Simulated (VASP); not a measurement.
Input:

```
K
1.0
   -2.60479     2.60479     2.60479
    2.60479    -2.60479     2.60479
    2.60479     2.60479    -2.60479
K
1
Direct
  0.00000   0.00000   0.00000
```

The numbers are results of optB88-vdW, VASP's PBE PAW potentials (set 64) (plane waves; VASP), not measurements. Numerical set-up: 520 eV cut-off, 10×10×10 Γ-centred mesh, first-order Methfessel-Paxton smearing of 0.10 eV, potentials K_sv.

Predict the energy per atom (σ→0), band gap (on the k-mesh) with the smallest direct gap where there is one.

| Property | Result |
|---|---|
| band gap (on the k-mesh) | none (metal, semimetal or under 0.01 eV) |
| energy per atom (σ→0) | 1.217 eV/atom |

The compound is K in the bcc structure. This cell is one point of a volume scan, at 1.03 of the reference volume.
